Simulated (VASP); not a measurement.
Crystal: AlN.

```
Al N
1.0
     3.11300    0.00000    0.00000
    -1.55650    2.69594    0.00000
     0.00000    0.00000    4.98100
Al N
2 2
Direct
  0.33333 0.66667 0.00000
  0.66667 0.33333 0.50000
  0.33333 0.66667 0.38000
  0.66667 0.33333 0.88000
```

| Item | Value |
| --- | --- |
| Program | VASP 6.6.1 |
| Task | relaxation of cell and atoms |
| Functional | PBE |
| Potentials or basis | VASP PAW PBE potentials, release 64 (Al, N) |
| Cutoff | 600 eV |
| k mesh | 12 × 12 × 6 |
| Occupations | gaussian, width 0.03 eV |
| Spin | no spin polarisation |

At the start: pressure 3.3 GPa; volume 10.45 Å³/atom.

Problem. How do energy, volume and symmetry change on relaxing?

Solution. Over 3 steps the energy falls by 2.1 meV/atom and the volume is 10.62 Å³/atom (+1.7 %); space group P6_3mc (No. 186, to 0.05 Å).

The path:
```
step  energy change (eV)  largest force (eV/Å)  pressure (GPa)  volume (Å³)
   1              0.0000                0.1289            3.35        41.80
   2             -0.0017                0.0910           -2.80        43.14
   3             -0.0083                0.0042            0.02        42.50
```

Final structure:
```
CELL_PARAMETERS angstrom
3.12734 0.00000 0.00000
-1.56367 2.70836 0.00000
0.00000 0.00000 5.01754
ATOMIC_POSITIONS crystal
Al 0.33333 0.66667 0.99934
Al 0.66667 0.33333 0.49934
N 0.33333 0.66667 0.38066
N 0.66667 0.33333 0.88066
```
